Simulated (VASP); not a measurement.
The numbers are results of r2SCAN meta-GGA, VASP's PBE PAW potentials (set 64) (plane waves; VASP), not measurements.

VASP input:

KPOINTS:
```
Automatic mesh
0
Gamma
6 6 1
0 0 0
```

File POSCAR:
```
MgSe
1
    4.2006998286     0.0000000005    -0.0000000000
   -2.1003504134     3.6379129447     0.0000000000
    0.0000000000    -0.0000000000    20.5228159348
Mg Se
6 6
Direct
  0.0000000000   0.0000000000   0.9998545875
  0.0000000000   0.0000000000   0.4998545875
  0.6666670000   0.3333330000   0.8332411836
  0.3333330000   0.6666670000   0.3332411836
  0.6666670000   0.3333330000   0.1664909046
  0.3333330000   0.6666670000   0.6664909046
  0.0000000000   0.0000000000   0.8746680689
  0.0000000000   0.0000000000   0.3746680689
  0.6666670000   0.3333330000   0.7079693756
  0.3333330000   0.6666670000   0.2079693756
  0.6666670000   0.3333330000   0.0414758797
  0.3333330000   0.6666670000   0.5414758797
```

### INCAR
```
! general
SYSTEM =MgSe
PREC   =Accurate
ENCUT  =400   ! plane-wave cut-off (eV)
LREAL  =.False.
LASPH  =.True.

! electronic loop
EDIFF  =1E-6   ! SCF stop (eV)
NELM   =100
ALGO   =Normal   ! blocked Davidson
LMAXMIX=4
LMIXTAU=.True.

! smearing
ISMEAR =0   ! Gaussian
SIGMA  =0.05   ! width (eV)

! functional
METAGGA=R2SCAN

! ions
IBRION =2
NSW    =60   ! most ionic steps
ISIF   =3   ! ions, shape and volume
EDIFFG =-0.02   ! ionic stop

! output
LWAVE  =.False.
LCHARG =.False.
```

POTCAR, in this order: Mg Se (PBE.64 set). Program: vasp_std.

Estimate the energy per atom (σ→0), volume per atom, band gap (on the k-mesh).

The energy per atom (σ→0) comes out as -10.700 eV/atom. The band gap (on the k-mesh) is 3.35 eV and the volume per atom comes out as 26.18 Å³/atom.

### OSZICAR
```
...
DAV:   9    -0.128398585901E+03   -0.28653E-04   -0.27553E-07   259   0.412E-03    0.441E-04
DAV:  10    -0.128398572992E+03    0.12909E-04   -0.49864E-07   308   0.605E-03    0.187E-04
DAV:  11    -0.128398579845E+03   -0.68526E-05   -0.12490E-07   259   0.303E-03    0.215E-04
DAV:  12    -0.128398578190E+03    0.16543E-05   -0.46794E-08   259   0.184E-03    0.174E-04
DAV:  13    -0.128398580508E+03   -0.23176E-05   -0.91923E-08   259   0.251E-03    0.250E-04
DAV:  14    -0.128398574099E+03    0.64089E-05   -0.28747E-08   259   0.147E-03    0.135E-04
DAV:  15    -0.128398574110E+03   -0.10858E-07   -0.15650E-09   259   0.226E-04
   2 F= -.12839857E+03 E0= -.12839857E+03  d E =-.324998E-03
```

The structure was generated: MgSe was put into the 6H type (P6_3mc), which need not be its known phase. This run relaxes it. Symmetry was kept, so distortions that lower it aren't found. The start is the result of an earlier pass.
